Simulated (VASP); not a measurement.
# IrC (F-43m) in VASP: further runs

The runs below take IrC through single point, with PBE.

Program: VASP 6.6.1. These are calculated values, not measurements. Logs are shortened: lines on timing, memory, paths and dates and some standing lists are left out, and cuts for length are marked.

### Step 1. The undisturbed crystal

Symmetry: F-43m, No. 216, cubic system. Conventional cell: a = 4.621 Å, b = 4.621 Å, c = 4.621 Å, α = 90.00°, β = 90.00°, γ = 90.00°. Ir (site symmetry -43m) is surrounded by 4 C at 2.00 Å. C (site symmetry -43m) is surrounded by 4 Ir at 2.00 Å.

The cell was built by a generator and needn't be a form met in nature.

### Step 2. Single point, PBE, 11.84 Å³/atom (strain = -0.04)

INCAR reads:

```
SYSTEM = IrC
PREC = Accurate
ENCUT = 520
EDIFF = 1E-7
ISMEAR = -1
SIGMA = 0.05
LREAL = .False.
LASPH = .True.
NELM = 60
ALGO = Normal
ISIF = 2
LWAVE = .False.
LCHARG = .False.
GGA = PE
NBANDS = 14
```

KPOINTS reads:

```
Automatic mesh
0
Gamma
  10 10 10
  0 0 0
```

POSCAR reads:

```
IrC
1.0
    0.0000000000      2.3104300000      2.3104300000
    2.2180128000      0.0000000000      2.3104300000
    2.2180128000      2.3104300000      0.0000000000
Ir C
1 1
Direct
    0.0000000000      0.0000000000      0.0000000000
    0.7500000000      0.7500000000      0.7500000000
```

Potentials or basis: VASP PAW PBE potentials, release 64 (Ir, C).

Started as:

```console
cat potpaw_PBE.64/Ir/POTCAR potpaw_PBE.64/C/POTCAR > POTCAR
mpirun -np 1 vasp_std > vasp.out
```

OUTCAR:

```text
SYSTEM = IrC
   PREC = Accurate
   ENCUT = 520
   EDIFF = 1E-7
   ISMEAR = -1
   LREAL = .False.
   LASPH = .True.
   NELM = 60
   ISIF = 2
   GGA = PE

 ion  position               nearest neighbor table
   1  0.000  0.000  0.000-   2 1.97   2 1.97   2 1.97   2 1.97
   2  0.750  0.750  0.750-   1 1.97   1 1.97   1 1.97   1 1.97

  LATTYP: Found a body centered tetragonal cell.
 ALAT       =     3.2674414409
 C/A-ratio  =     1.3576450199

  Lattice vectors:

 A1 = (  -2.2180128000,   0.0000000000,  -2.3104300000)
 A2 = (  -2.2180128000,   0.0000000000,   2.3104300000)
 A3 = (   2.2180128000,   2.3104300000,   0.0000000000)

Analysis of symmetry for initial positions (statically):
=====================================================================
 Subroutine PRICEL returns:
 Original cell was already a primitive cell.

 Routine SETGRP: Setting up the symmetry group for a
 body centered tetragonal supercell.

 Subroutine GETGRP returns: Found  8 space group operations
 (whereof  8 operations were pure point group operations)
 out of a pool of 16 trial point group operations.

The static configuration has the point symmetry D_2d.

Analysis of symmetry for dynamics (positions and initial velocities):
=====================================================================
 Subroutine PRICEL returns:
 Original cell was already a primitive cell.

 Routine SETGRP: Setting up the symmetry group for a
 body centered tetragonal supercell.

 Subroutine GETGRP returns: Found  8 space group operations
 (whereof  8 operations were pure point group operations)
 out of a pool of 16 trial point group operations.

The dynamic configuration has the point symmetry D_2d.

 Subroutine INISYM returns: Found  8 space group operations
 (whereof  8 operations are pure point group operations),
 and found     1 'primitive' translations

----------------------------------------------------------------------------------------

                                     Primitive cell

  volume of cell :      23.6799

  direct lattice vectors                    reciprocal lattice vectors
     0.000000000  2.310430000  2.310430000    -0.225427013  0.216409932  0.216409932
     2.218012800  0.000000000  2.310430000     0.225427013 -0.216409932  0.216409932
     2.218012800  2.310430000  0.000000000     0.225427013  0.216409932 -0.216409932

  length of vectors
     3.267441441  3.202759367  3.202759367     0.380110321  0.380110321  0.380110321

  position of ions in fractional coordinates (direct lattice)
     0.000000000  0.000000000  0.000000000
     0.750000000  0.750000000  0.750000000

  ion indices of the primitive-cell ions
   primitive index   ion index
                 1           1
                 2           2

----------------------------------------------------------------------------------------

 KPOINTS: Automatic mesh

Automatic generation of k-mesh.
 Grid dimensions read from file:
 generate k-points for:   10   10   10

 Generating k-lattice:

  Cartesian coordinates                     Fractional coordinates (reciprocal lattice)
    -0.022542701  0.021640993  0.021640993     0.100000000 -0.000000000 -0.000000000
     0.022542701 -0.021640993  0.021640993     0.000000000  0.100000000  0.000000000
     0.022542701  0.021640993 -0.021640993     0.000000000  0.000000000  0.100000000

  Length of vectors
     0.038011032  0.038011032  0.038011032

  Shift w.r.t. Gamma in fractional coordinates (k-lattice)
     0.000000000  0.000000000  0.000000000

 Subroutine IBZKPT returns following result:
 ===========================================

 Found    102 irreducible k-points:

 Following reciprocal coordinates:
            Coordinates               Weight
  0.000000  0.000000  0.000000      1.000000
  0.100000 -0.000000 -0.000000      8.000000
  0.200000 -0.000000 -0.000000      8.000000
  0.300000  0.000000  0.000000      8.000000
  0.400000 -0.000000 -0.000000      8.000000
  0.500000 -0.000000 -0.000000      4.000000
[... 16 lines left out ...]
  0.300000  0.300000  0.000000      4.000000
  0.400000  0.300000  0.000000     16.000000
 [... further k-points ...]
   k-points           NKPTS =    102   k-points in BZ     NKDIM =    102   number of bands    NBANDS=     14
   number of dos      NEDOS =    301   number of ions     NIONS =      2
   total plane-waves  NPLWV =  13824
   dimension x,y,z NGX =    24 NGY =   24 NGZ =   24
   dimension x,y,z NGXF=    48 NGYF=   48 NGZF=   48
   ions per type =               1   1
   NGX,Y,Z   is equivalent  to a cutoff of  12.21, 12.46, 12.46 a.u.
   NGXF,Y,Z  is equivalent  to a cutoff of  24.42, 24.92, 24.92 a.u.
 SYSTEM =  IrC
   PREC   = accura    normal or accurate (medium, high low for compatibility)
   ISTART =      0    job   : 0-new  1-cont  2-samecut
   ICHARG =      2    charge: 1-file 2-atom 10-const
   ISPIN  =      1    spin polarized calculation?
   LNONCOLLINEAR =      F non collinear calculations
   LSORBIT =      F    spin-orbit coupling
   LASPH  =      T    aspherical Exc in radial PAW
   ENCUT  =  520.0 eV  38.22 Ry    6.18 a.u.   6.08  5.96  5.96*2*pi/ulx,y,z
   NELM   =     60;   NELMIN=  2; NELMDL= -5     # of ELM steps
   EDIFF  = 0.1E-06   stopping-criterion for ELM
   LREAL  =      F    real-space projection
   EDIFFG = 0.1E-05   stopping-criterion for IOM
   NSW    =      0    number of steps for IOM
   IBRION =     -1    ionic relax: 0-MD 1-quasi-New 2-CG
   NFREE  =      0    steps in history (QN), initial steepest desc. (CG)
   ISIF   =      2    stress and relaxation
   ISYM   =      2    0-nonsym 1-usesym 2-fastsym
   POTIM  = 0.5000    time-step for ionic-motion
   TEBEG  =    0.0;   TEEND  =   0.0 temperature during run
   PSTRESS=    0.0 pullay stress
   NELECT =      13.0000    total number of electrons
   NUPDOWN=      -1.0000    fix difference up-down
   EMIN   =  10.00;   EMAX   =-10.00  energy-range for DOS
   EFERMI =   0.00;   METHOD = LEGACY
   ISMEAR =    -1;   SIGMA  =   0.05  broadening in eV -4-tet -1-fermi 0-gaus
   EFERMI_NEDOS =   21; number of points for ismear=-14 and -15
   IALGO  =     38    algorithm
   IMIX   =      4    mixing-type and parameters
     AMIX     =   0.40;   BMIX     =  1.00
     AMIX_MAG =   1.60;   BMIX_MAG =  1.00
  volume/ion in A,a.u.               =      11.84        79.90
  Fermi-wavevector in a.u.,A,eV,Ry     =   1.340487  2.533154 24.448395  1.796906
  Thomas-Fermi vector in A             =   2.468796
   LORBIT       =      0    0 simple, 1 ext, 2 COOP (PROOUT), +10 PAW based schemes
   GGA     = PE    functional components
   LHFCALC =     F    Hartree Fock is set to
   AEXX    =    0.0000 exact exchange contribution
   IVDW    =     0    specifies the selected vdW correction
   LEPSILON=     F    determine dielectric tensor
   LRPA    =     F    only Hartree local field effects (RPA)
 non-spin polarized calculation
  energy-cutoff  :      520.00
  volume of cell :       23.68
 maximum number of plane-waves:       652
   NGX = 13   NGY = 11   NGZ = 11

 number of electron      13.0000000 magnetization

 Free energy of the ion-electron system (eV)
  ---------------------------------------------------
  ext. energy  EPLUGINS =         0.00000000
  ---------------------------------------------------
  free energy    TOTEN  =       -16.94299688 eV

  energy without entropy =      -16.93562334  energy(sigma->0) =      -16.93931011

 E-fermi :   8.0386     XC(G=0): -12.5525

 val. band max:        8.0267487993   @ k =   0.5000   0.4000   0.1000
 cond. band min:       8.0419430100   @ k =  -0.3000   0.3000   0.1000
 fundamental gap:      0.0151942107
 Fermi energy:         8.0386408468

 k-point     1 :       0.0000    0.0000    0.0000
  band No.  band energies     occupation
      1      -6.5142      2.00000
      2       1.0264      2.00000
      3       1.0264      2.00000
      4       1.1481      2.00000
      5       5.3604      2.00000
      6       5.7202      2.00000
      7      11.6808      0.00000
      8      14.4048      0.00000
      9      14.4048      0.00000
     10      14.8163      0.00000
     11      21.9490      0.00000
     12      21.9490      0.00000
     13      22.2568      0.00000
     14      25.9825      0.00000

 k-point     2 :       0.1000   -0.0000   -0.0000
  band No.  band energies     occupation
      1      -6.3304      2.00000
      2       0.9517      2.00000
      3       1.1180      2.00000
      4       1.2192      2.00000
      5       5.3188      2.00000
      6       5.6503      2.00000
      7      12.0709      0.00000
      8      14.0348      0.00000
      9      14.3612      0.00000
     10      14.6420      0.00000
     11      20.6311      0.00000
     12      22.0363      0.00000
     13      22.3187      0.00000
     14      26.7301      0.00000

 k-point     3 :       0.2000   -0.0000   -0.0000
  band No.  band energies     occupation
      1      -5.8376      2.00000
      2       0.7878      2.00000
      3       1.3324      2.00000
      4       1.4621      2.00000
      5       5.3060      2.00000
      6       5.5488      2.00000
      7      12.0732      0.00000
      8      13.7500      0.00000
      9      14.0446      0.00000
     10      14.1986      0.00000
     11      18.5807      0.00000
     12      22.3718      0.00000
     13      22.8489      0.00000
     14      27.2793      0.00000

 k-point     4 :       0.3000    0.0000    0.0000
  band No.  band energies     occupation
      1      -5.2199      2.00000
      2       0.8457      2.00000
      3       1.5253      2.00000
      4       1.7201      2.00000
      5       5.5326      2.00000
      6       5.6289      2.00000
      7      10.1281      0.00000
      8      13.2617      0.00000
      9      13.3281      0.00000
     10      14.7617      0.00000
     11      17.6795      0.00000
     12      22.9494      0.00000
     13      23.5601      0.00000
     14      27.1890      0.00000

 k-point     5 :       0.4000   -0.0000   -0.0000
  band No.  band energies     occupation
      1      -4.7413      2.00000
      2       1.2890      2.00000
      3       1.6084      2.00000
      4       1.8633      2.00000
      5       5.9311      2.00000
      6       5.9961      2.00000
      7       8.0873      0.54849
      8      12.2961      0.00000
      9      12.3721      0.00000
     10      14.9064      0.00000
     11      18.5125      0.00000
[... 276 lines left out ...]
 k-point    22 :      -0.2000    0.2000    0.0000
  band No.  band energies     occupation
      1      -4.9736      2.00000
      2       0.7507      2.00000
      3       1.5945      2.00000
      4       1.9173      2.00000
      5       5.0436      2.00000
      6       6.1793      2.00000
      7       9.9535      0.00000
      8      11.7248      0.00000
      9      13.7389      0.00000
     10      15.7511      0.00000
     11      18.1827      0.00000
     12      20.6278      0.00000
     13      24.4883      0.00000
     14      27.3487      0.00000

 k-point    23 :       0.3000    0.3000    0.0000
  band No.  band energies     occupation
      1      -4.7671      2.00000
      2      -0.0235      2.00000
      3       2.4670      2.00000
      4       2.7393      2.00000
      5       4.1224      2.00000
      6       6.2989      2.00000
      7      11.0100      0.00000
      8      11.3782      0.00000
      9      11.5761      0.00000
     10      15.6016      0.00000
     11      19.8840      0.00000
     12      22.7364      0.00000
     13      23.2283      0.00000
     14      23.4226      0.00000

 k-point    24 :       0.4000    0.3000    0.0000
  band No.  band energies     occupation
      1      -4.3575      2.00000
      2      -0.0046      2.00000
      3       2.7280      2.00000
      4       3.0708      2.00000
      5       4.4729      2.00000
      6       6.4328      2.00000
      7       9.0316      0.00000
      8      10.4607      0.00000
      9      11.2982      0.00000
     10      16.8155      0.00000
     11      19.9172      0.00000
     12      22.0097      0.00000
     13      23.6522      0.00000
     14      24.7665      0.00000

 [... further k-points ...]

------------------------ aborting loop because EDIFF is reached ----------------------------------------

  FORCE on cell =-STRESS in cart. coord.  units (eV):
  Direction    XX          YY          ZZ          XY          YZ          ZX
  --------------------------------------------------------------------------------------
  -------------------------------------------------------------------------------------
  Total        2.3540526      2.0378703      2.0378703      0.0000000      0.0000000      0.0000000
  in kB      159.2747984    137.8819608    137.8819608      0.0000000      0.0000000      0.0000000
  external PRESSURE =     145.0129066 kB  Pullay stress =       0.0000000 kB

 VOLUME and BASIS-vectors are now :
 -----------------------------------------------------------------------------
  energy-cutoff  :      520.00
  volume of cell :       23.68
      direct lattice vectors                 reciprocal lattice vectors
     0.000000000  2.310430000  2.310430000    -0.225427013  0.216409932  0.216409932
     2.218012800  0.000000000  2.310430000     0.225427013 -0.216409932  0.216409932
     2.218012800  2.310430000  0.000000000     0.225427013  0.216409932 -0.216409932

 POSITION                                       TOTAL-FORCE (eV/Angst)
 -----------------------------------------------------------------------------------
      0.00000      0.00000      0.00000         0.000000     -0.000000     -0.000000
      3.32702      3.46565      3.46565        -0.000000      0.000000      0.000000
 -----------------------------------------------------------------------------------
    total drift:                                0.000000      0.000000      0.000000

  FREE ENERGIE OF THE ION-ELECTRON SYSTEM (eV)
  ---------------------------------------------------
  free  energy   TOTEN  =       -16.9429968779 eV

  energy  without entropy=      -16.9356233391  energy(sigma->0) =      -16.93931011
```

It took 16 s on 1 thread of Intel Xeon Platinum 8488C (Sapphire Rapids), shared host; peak memory 0.16 GiB.

Results:

| Property | Result |
| --- | --- |
| Free energy | -16.9430 eV |
| Pressure | 14.5 GPa |
| Band gap on the k mesh | none (metal or under the smearing width) |

### Step 3. Single point, PBE, 12.09 Å³/atom (strain = -0.02)

INCAR is that of step 2.

KPOINTS is that of step 2.

POSCAR reads:

```
IrC
1.0
    0.0000000000      2.3104300000      2.3104300000
    2.2642214000      0.0000000000      2.3104300000
    2.2642214000      2.3104300000      0.0000000000
Ir C
1 1
Direct
    0.0000000000      0.0000000000      0.0000000000
    0.7500000000      0.7500000000      0.7500000000
```

Potentials or basis: VASP PAW PBE potentials, release 64 (Ir, C).

Started as:

```console
cat potpaw_PBE.64/Ir/POTCAR potpaw_PBE.64/C/POTCAR > POTCAR
mpirun -np 1 vasp_std > vasp.out
```

Run time: 17 s. Hardware: 1 thread of Intel Xeon Platinum 8488C (Sapphire Rapids), shared host; peak memory 0.16 GiB.

The run converged. Its results:

```
Free energy            : -16.9801 eV
Pressure               : 8.0 GPa
Band gap on the k mesh : none (metal or under the smearing width)
```
